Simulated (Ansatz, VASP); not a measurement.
# Cross-check of La2O3 between VASP and Ansatz

Aim: how closely do two programs agree when they are given the same cell, functional and k mesh? The cell is taken from a series of runs on this material, whose earlier steps may have relaxed, scaled, displaced or heated it; both programs get it as it stands. Other levels of theory on this material are compared in a session of their own.

Calculated with Ansatz 0.2.0; plane waves, with VASP 6.6.1 beside it; relaxation of cell and atoms at PBE.

**1. The structure**

Symmetry: P-3m1, No. 164, trigonal system. Conventional cell: a = 3.941 Å, b = 3.941 Å, c = 6.188 Å, α = 90.00°, β = 90.00°, γ = 120.00°. Nearest to O lie 4 La at 2.37 to 2.46 Å. O has 6 La at 2.74 Å nearest. Nearest to La lie 7 O at 2.37 to 2.74 Å. Farther neighbours and most contacts between anions are not listed.

**2. Ansatz: relaxation of cell and atoms, PBE**

Ansatz runs on its PAW soft_1 files.

The relaxed volume is the usual yardstick between codes: in a stiff, nearly cubic crystal its relative difference is about their pressure difference at one cell divided by the bulk modulus.

File input.yaml:

```yaml
crystal:
  lattice:
    - [3.9405726066, 0.0, 0.0]
    - [-1.9702863033, 3.4126359827, 0.0]
    - [0.0, 0.0, 6.1878907249]
  atoms:
    - { symbol: O, position: [0.6666666667, 0.3333333333, 0.3546891775] }
    - { symbol: O, position: [0.3333333333, 0.6666666667, 0.6453108225] }
    - { symbol: O, position: [0.0, 0.0, 0.0] }
    - { symbol: La, position: [0.6666666667, 0.3333333333, 0.7526282288] }
    - { symbol: La, position: [0.3333333333, 0.6666666667, 0.2473717712] }
kpoints:
  mp_grid: { grid: [9, 9, 4] }
hamiltonian:
  xc: pbe
  pseudopotentials: { kind: paw, azcp: { folder: soft_1 } }
scf:
  occupations: { method: fixed }
output:
  forces: true
  stress: true
  eigenvalues: true
  write_density: true
  write_potential: true
  elf: true
  volumetric_format: npy
relax:
  adjacent_minimum: "off"
  f_tol: 0.001
  max_steps: 60
  cell: { stress_tol: 0.01 }
```

On the command line:

```bash
$ ansatz run input.yaml --threads 4 --pin off --max-ram 16384MiB --backend cpu --events-out ev --progress --plain --runs-dir out
```

Numbers of over 12 decimals in the logs are rounded to 6 here.

The log of the run:

```text
Engine: ansatz 0.2.0, x86_64-unknown-linux-gnu
Pseudopotentials: kind: paw
Pseudopotential: O, paw, valence charge 6, recommended cutoff 420 eV (normal), soft_1/O.paw.azcp
Pseudopotential: La, paw, valence charge 11, recommended cutoff 420 eV (normal), soft_1/La.paw.azcp
Functional definition: PBE
  parameter kappa = 0.804
  parameter beta = 0.066725
  exchange = pbe_x(kappa = kappa, mu = beta*pi^2/3)
  correlation = pbe_c(beta = beta)
Crystal: 5 atoms, lattice volume = 83.213 Å³
Basis set: ecut = 420 eV, 1665 PW (Γ), exchange–correlation on 54×54×90 points (8 copies of the dense FFT grid, shifted against one another)
Bands: 25, of which v1, the nominal top of the filled ones, is band 20 counted from 1 (19 counted from 0)
Symmetry: 12 space group operations
Space group: P-3m1 (ITA 164), of the structure as read, at distance tolerance 4.4e-5 Å
k-points: 43 of 324
Non-local potential: O, projectors of the file, l = 0: 2, l = 1: 2, l = 2: 1
Non-local potential: La, projectors of the file, l = 0: 3, l = 1: 2, l = 2: 2, l = 3: 3
PAW form: soft (Blöchl's): semilocal exchange-correlation on the pseudo side does not see the compensation charge
PAW one-centre angular grid: O, 110 points (default); XC on 64 Gauss nodes
PAW one-centre angular grid: La, 590 points (default); XC on 64 Gauss nodes
Initial density: superposition of atomic densities (chi_scale 0.1, normalization cell, long waves kept (reshape's long-wave potential 0.03 eV rms))
Initial wavefunctions: pseudopotential atomic-orbital guess
Functional: x = pbe(κ = 0.804, μ = 0.219515), c = pbe(β = 0.066725)
SCF iter   1: F=—  HF=-14212.872523 eV  |F-HF|=—  |Δ(HF+E_count)|=         —  Δρ=6.19e-2  dr2=3.02e0  ethr=3.10e-3  ⟨swp⟩=4.0  Hψ=4397  notcnv=0  defer=65
preconditioner: auto → Resta (q_TF=auto, 2.415 Å⁻¹)  ε∞=5.4  [insulator: Δε(μ)=2.918 eV  Ē_g=11.590 eV  n_scr=22 (ndim 8)  ℏωp=24.4 eV  f_vac=0.000  ε∞_Penn≈5.4]
SCF iter   2: F=—  HF=-14212.555655 eV  |F-HF|=—  |Δ(HF+E_count)|=   3.17e-1  Δρ=3.11e-2  dr2=1.01e0  ethr=3.10e-3  ⟨swp⟩=5.3  Hψ=2775  notcnv=0  defer=78
SCF iter   3: F=—  HF=-14212.470827 eV  |F-HF|=—  |Δ(HF+E_count)|=   8.48e-2  Δρ=1.62e-2  dr2=2.78e-1  ethr=2.53e-3  ⟨swp⟩=2.2  Hψ=1759  notcnv=0  defer=72
SCF iter   4: F=—  HF=-14212.489508 eV  |F-HF|=—  |Δ(HF+E_count)|=   1.87e-2  Δρ=5.81e-3  dr2=3.56e-2  ethr=6.96e-4  ⟨swp⟩=4.8  Hψ=2421  notcnv=0  defer=104
SCF iter   5: F=—  HF=-14212.495083 eV  |F-HF|=—  |Δ(HF+E_count)|=   5.58e-3  Δρ=3.56e-3  dr2=1.08e-2  ethr=8.91e-5  ⟨swp⟩=4.8  Hψ=2117  notcnv=0  defer=125
SCF iter   6: F=—  HF=-14212.495674 eV  |F-HF|=—  |Δ(HF+E_count)|=   5.91e-4  Δρ=1.00e-3  dr2=8.84e-4  ethr=2.70e-5  ⟨swp⟩=3.0  Hψ=1567  notcnv=0  defer=124
SCF iter   7: F=—  HF=-14212.497215 eV  |F-HF|=—  |Δ(HF+E_count)|=   1.54e-3  Δρ=2.09e-4  dr2=4.72e-5  ethr=2.21e-6  ⟨swp⟩=4.1  Hψ=2021  notcnv=0  defer=124
SCF iter   8: F=—  HF=-14212.497285 eV  |F-HF|=—  |Δ(HF+E_count)|=   6.96e-5  Δρ=5.51e-5  dr2=3.41e-6  ethr=1.18e-7  ⟨swp⟩=2.2  Hψ=1953  notcnv=0  defer=124
SCF iter   9: F=—  HF=-14212.497288 eV  |F-HF|=—  |Δ(HF+E_count)|=   2.85e-6  Δρ=1.77e-5  dr2=2.88e-7  ethr=8.52e-9  ⟨swp⟩=2.4  Hψ=1993  notcnv=0  defer=124
SCF iter  10: F=-14212.497288 eV  HF=-14212.497288 eV  |F-HF|=4.54e-9  |Δ(HF+E_count)|=   6.12e-8  Δρ=2.67e-6  dr2=8.33e-9  ethr=2.50e-10  ⟨swp⟩=22.0  Hψ=10604  notcnv=0
SCF 1 converged in 10 iterations: F = -14212.497288 eV  dr2 = 8.33e-9
  greatest PAW one-centre occupation: 0.971 electrons in one spin orbital (limit 2), on the La atom at site 4 (counted from 0), in its partial waves of l = 0
relax step   1: F+E_penalty+E_count = -14212.49728801 eV  Δ(F+E_penalty+E_count) = +0.000e0 eV  max|allowed force component| = 1.159e-4 eV/Å  Δτ_max = 0.0000 Å  P = +0.003 GPa  Ω = 83.213 Å³  (10 SCF iters, dr2 threshold 1.00e-7 eV, accepted)
Initial density: handed on by an earlier stage of this run
Initial wavefunctions: pseudopotential atomic-orbital guess (no wavefunctions were taken with the density)
iter 1 solved again at ethr=9.28e-9 eV; its pass at ethr=3.10e-3 eV (dr2=3.71e-6 eV) is discarded
SCF iter   1: F=—  HF=-14212.497306 eV  |F-HF|=—  |Δ(HF+E_count)|=         —  Δρ=4.25e-6  dr2=1.09e-8  ethr=9.28e-9  ⟨swp⟩=4.2  Hψ=8549  notcnv=0  defer=126
preconditioner: auto → Resta (q_TF=auto, 2.415 Å⁻¹)  ε∞=4.9  [insulator: Δε(μ)=3.864 eV  Ē_g=12.442 eV  n_scr=22 (ndim 8)  ℏωp=24.4 eV  f_vac=0.022  ε∞_Penn≈4.9]
SCF iter   2: F=—  HF=-14212.497288 eV  |F-HF|=—  |Δ(HF+E_count)|=   1.76e-5  Δρ=2.29e-6  dr2=4.47e-9  ethr=2.71e-11  ⟨swp⟩=3.1  Hψ=2271  notcnv=0  defer=126
SCF iter   3: F=—  HF=-14212.497288 eV  |F-HF|=—  |Δ(HF+E_count)|=   2.58e-9  Δρ=1.31e-6  dr2=1.55e-9  ethr=1.12e-11  ⟨swp⟩=2.0  Hψ=1426  notcnv=0  defer=126
SCF iter   4: F=—  HF=-14212.497288 eV  |F-HF|=—  |Δ(HF+E_count)|=   1.64e-9  Δρ=1.01e-6  dr2=7.76e-10  ethr=3.88e-12  ⟨swp⟩=2.0  Hψ=1806  notcnv=0  defer=126
SCF iter   5: F=—  HF=-14212.497288 eV  |F-HF|=—  |Δ(HF+E_count)|=  5.46e-12  Δρ=3.05e-7  dr2=2.71e-11  ethr=1.94e-12  ⟨swp⟩=2.0  Hψ=1443  notcnv=0  defer=126
SCF iter   6: F=—  HF=-14212.497288 eV  |F-HF|=—  |Δ(HF+E_count)|=  4.18e-11  Δρ=1.26e-7  dr2=5.93e-12  ethr=1.00e-12  ⟨swp⟩=1.0  Hψ=1032  notcnv=0  defer=126
SCF iter   7: F=-14212.497288 eV  HF=-14212.497288 eV  |F-HF|=1.82e-12  |Δ(HF+E_count)|=  5.46e-12  Δρ=8.20e-8  dr2=1.72e-12  ethr=1.00e-12  ⟨swp⟩=17.2  Hψ=7056  notcnv=0
SCF 2 converged in 7 iterations: F = -14212.497288 eV  dr2 = 1.72e-12
relax step   2: F+E_penalty+E_count = -14212.49728802 eV  Δ(F+E_penalty+E_count) = -2.870e-9 eV  max|allowed force component| = 2.289e-5 eV/Å  Δτ_max = 0.0000 Å  P = +0.003 GPa  Ω = 83.213 Å³  stress off target by 7.44e-3 GPa  SCF on the basis re-selected at this cell (its energy is not comparable with the rows above)  (7 SCF iters)
basis re-selected at this cell: Δ(F+E_penalty+E_count) = -2.870e-9 eV, ΔP = +0.000 GPa vs the last step (what re-selecting the basis moved, of the pressure what is left beyond the Pulay correction that the steps carried, after the strain that the cell walked since its last selection, with what the two solves' SCF thresholds leave and, on support functions, any second-order correction that the steps lacked; it is no m [...]
SCF converged after 7 iterations
Free energy (F): -14212.497288 eV
Harris-Foulkes:  -14212.497288 eV  (|F-HF|=1.82e-12)
Internal energy: -14212.497288 eV  (E = F + TS)
E sigma→0 (E₀):  -14212.497288 eV
Fermi energy:    9.390165 eV
--- Per-component energies (eV) ---
  E_band       = -18.641477
  E_kinetic    = 879.874072
  E_local      = -1516.179277  (includes V_loc(G=0)·N_el)
  E_nonlocal   = 331.261813
  E_hartree    = 565.193329
  E_xc         = -503.916144
  E_vxc        = -568.400801  (∫ρ·V_xc dr)
  E_paw        = -11320.967094  (= ΣΔE_a)
  E_vpaw       = -275.586187  (= ΣTr[D̂ρ^β])
  E_aug_tail   = 0.002256  (compensation charges beyond the density's cutoff)
  E_ewald      = -2647.766241
  E_smearing   = -0.000000  (= −TS)
  E_closure    = 0.000000  (closes the sum)
  Σ components = -14212.497288   (vs F -14212.497288, Δ=0.00e0)
--- Forces (eV/Å), atoms counted from 1 ---
  atom   1  O      0.00000000    -0.00000000    -0.00000875
  atom   2  O      0.00000000     0.00000000     0.00000875
  atom   3  O      0.00000000     0.00000000     0.00000000
  atom   4  La     0.00000000     0.00000000     0.00002289
  atom   5  La    -0.00000000    -0.00000000    -0.00002289
  max |Σ_I F_I| component: 1.16e-18 eV/Å
--- Stress (GPa, compression-positive) ---
        0.000811      -0.000000       0.000000
       -0.000000       0.000811      -0.000000
        0.000000      -0.000000       0.007436
  P = ⅓ Tr σ = 0.0030 GPa (0.030 kbar)
--- Band table (eV; the first three rows and the last of 43) ---
  k-point 0: bands = [... 16 lower, 7.7866, 9.0552, 9.0552, 9.3090, 13.6301, 13.9902, 13.9902, 14.4474, ... 1 higher]
  k-point 1: bands = [... 16 lower, 8.1300, 9.0208, 9.0953, 9.0953, 13.7702, 14.0401, 14.0401, 14.4470, ... 1 higher]
  k-point 2: bands = [... 16 lower, 8.4266, 8.6494, 9.1407, 9.1407, 13.9994, 14.0848, 14.0848, 14.2285, ... 1 higher]
  k-point 42: bands = [... 16 lower, 8.8621, 9.1308, 9.1308, 9.1748, 13.6086, 14.1810, 14.2206, 14.2206, ... 1 higher]
--- Relaxed structure (1 steps of the walk, 1 accepted, 1 SCFs on fresh bases) ---
  F+E_penalty+E_count = -14212.49728802 eV   max|allowed force component| = 2.289e-5 eV/Å   (the final SCF, on the basis selected at the relaxed cell)
  cell:  # Å, volume = 83.2131 Å³
    - [3.940573, 0.0, 0.0]
    - [-1.970286, 3.412636, 0.0]
    - [0.0, 0.0, 6.1878907249]
  atoms:
    - { symbol: O, position: [0.666667, 0.333333, 0.354689] }
    - { symbol: O, position: [0.333333, 0.666667, 0.645311] }
    - { symbol: O, position: [0.0, 0.0, 0.0] }
    - { symbol: La, position: [0.666667, 0.333333, 0.752628] }
    - { symbol: La, position: [0.333333, 0.666667, 0.247372] }
```

In the SCF lines HF is the Harris–Foulkes energy and dr2 the Hartree energy of the density residual, in eV; the loop may stop once dr2 is under the threshold and the program's other checks hold. Hψ counts applications of the Hamiltonian.

**3. VASP: relaxation of cell and atoms, PBE**

The same cell, functional and mesh now go to VASP, with its own data sets.

Lines of VASP's logs that name or quote its potential files are left out, and so is its time.

File INCAR:

```
SYSTEM = La2O3
PREC = Accurate
ENCUT = 600
EDIFF = 1E-07
NELM = 200
ISMEAR = 0
SIGMA = 0.01
LREAL = .FALSE.
ALGO = Normal
GGA = PE
NBANDS = 26
LASPH = .TRUE.
LORBIT = 11
LWAVE = .FALSE.
LCHARG = .FALSE.
ISIF = 3
IBRION = 2
NSW = 80
EDIFFG = -0.005
GGA_COMPAT = .FALSE.
NELMIN = 4
EFERMI = MIDGAP
LMAXMIX = 6
KPAR = 2
```

File POSCAR:

```
La2O3
1.0
    3.9405730000      0.0000000000      0.0000000000
   -1.9702860000      3.4126360000      0.0000000000
    0.0000000000      0.0000000000      6.1878910000
O La
3 2
Direct
    0.6666664486      0.3333332357      0.3546891825
    0.3333332976      0.6666667643      0.6453108175
    0.0000000000      0.0000000000      0.0000000000
    0.6666664486      0.3333332357      0.7526281572
    0.3333332976      0.6666667643      0.2473716812
```

File KPOINTS:

```
Automatic mesh
0
Gamma
9 9 4
0 0 0
```

The projector-augmented-wave data sets are O and La (PBE family, release 64).

On the command line:

```bash
$ mpirun -np 2 vasp_std
```

The log of the run:

```text
[banner, memory and clock lines left out]
running    2 mpi-ranks, on    1 nodes
 distrk:  each k-point on    1 cores,    2 groups
 distr:  one band on    1 cores,    1 groups

 POSCAR found type information on POSCAR O La
 POSCAR found :  2 types and       5 ions
 LDA part: xc-table for (Slater+PW92), standard interpolation
 POSCAR, INCAR and KPOINTS ok, starting setup
 FFT: planning ... GRIDC
 FFT: planning ... GRID_SOFT
 FFT: planning ... GRID
 WAVECAR not read
 entering main loop
       N       E                     dE             d eps       ncg     rms          rms(c)
DAV:   1     0.488755107020E+03    0.48876E+03   -0.17029E+04  2316   0.260E+03
DAV:   2     0.911158848632E+02   -0.39764E+03   -0.38639E+03  3164   0.388E+02
DAV:   3    -0.306117951177E+02   -0.12173E+03   -0.11890E+03  3848   0.212E+02
DAV:   4    -0.465230594025E+02   -0.15911E+02   -0.15886E+02  3812   0.819E+01
DAV:   5    -0.475300343153E+02   -0.10070E+01   -0.10064E+01  3816   0.238E+01    0.149E+01
DAV:   6    -0.418677436829E+02    0.56623E+01   -0.51332E+01  3512   0.408E+01    0.770E+00
DAV:   7    -0.418362818795E+02    0.31462E-01   -0.57117E+00  4328   0.235E+01    0.353E+00
DAV:   8    -0.418301470060E+02    0.61349E-02   -0.53490E-01  3792   0.598E+00    0.130E+00
DAV:   9    -0.418289498398E+02    0.11972E-02   -0.83688E-02  3992   0.243E+00    0.385E-01
DAV:  10    -0.418315975224E+02   -0.26477E-02   -0.36344E-02  3832   0.124E+00    0.196E-01
DAV:  11    -0.418325742068E+02   -0.97668E-03   -0.12122E-02  3888   0.822E-01    0.141E-01
DAV:  12    -0.418327666854E+02   -0.19248E-03   -0.26515E-03  3536   0.372E-01    0.653E-02
DAV:  13    -0.418327888860E+02   -0.22201E-04   -0.13242E-03  3904   0.235E-01    0.223E-02
DAV:  14    -0.418327993513E+02   -0.10465E-04   -0.19180E-04  3576   0.103E-01    0.154E-02
DAV:  15    -0.418327956980E+02    0.36532E-05   -0.56940E-05  4104   0.553E-02    0.299E-03
DAV:  16    -0.418327963577E+02   -0.65961E-06   -0.70012E-06  3576   0.165E-02    0.539E-03
DAV:  17    -0.418327958243E+02    0.53338E-06   -0.21462E-06  4000   0.109E-02    0.185E-03
DAV:  18    -0.418327958227E+02    0.16180E-08   -0.51927E-07  3120   0.468E-03
   1 F= -.41832796E+02 E0= -.41832796E+02  d E =-.418328E+02
[...]
2 F= -.41832765E+02 E0= -.41832765E+02  d E =0.308160E-04
[...]
3 F= -.41833154E+02 E0= -.41833154E+02  d E =-.357969E-03
 curvature:  -0.24 expect dE=-0.641E-05 dE for cont linesearch -0.344E-08
 trial: gam= 0.02116 g(F)=  0.227E-04 g(S)=  0.356E-05 ort =-0.453E-05 (trialstep = 0.898E+00)
 search vector abs. value=  0.267E-04
 bond charge predicted
       N       E                     dE             d eps       ncg     rms          rms(c)
DAV:   1    -0.418331790298E+02   -0.25260E-04   -0.27362E-03  4076   0.474E-01    0.286E-02
DAV:   2    -0.418331709945E+02    0.80353E-05   -0.15239E-04  3672   0.802E-02    0.120E-02
DAV:   3    -0.418331683603E+02    0.26343E-05   -0.18691E-05  4418   0.467E-02    0.577E-03
DAV:   4    -0.418331679529E+02    0.40734E-06   -0.28187E-06  4374   0.151E-02    0.256E-03
DAV:   5    -0.418331682753E+02   -0.32236E-06   -0.84808E-07  3558   0.623E-03    0.139E-03
DAV:   6    -0.418331684423E+02   -0.16697E-06   -0.40759E-07  2382   0.596E-03    0.729E-04
DAV:   7    -0.418331685825E+02   -0.14025E-06   -0.56337E-08  1532   0.490E-03    0.475E-04
DAV:   8    -0.418331685886E+02   -0.61104E-08   -0.58082E-08  1392   0.340E-03
   4 F= -.41833169E+02 E0= -.41833169E+02  d E =-.147972E-04
 trial-energy change:   -0.000015  1 .order   -0.000015   -0.000024   -0.000006
 step:   1.2130(harm=  1.2130)  dis= 0.00087  next Energy=   -41.833170 (dE=-0.159E-04)
 reached required accuracy - stopping structural energy minimisation
```

(Part 1 of 2 ends here.)

[Lines on the potential files, build, host, timing and source positions are cut from VASP's logs without a mark.]

[Logs are printed without paths, hosts, clocks, repeated set-up lines and the standing remarks that a program may print on its own settings, such as how far it seeks lower states.]

[Hosts, paths, dates, database ids (printed as entryN), source tags and the programs' standing remarks are cut or masked in the printed files.]
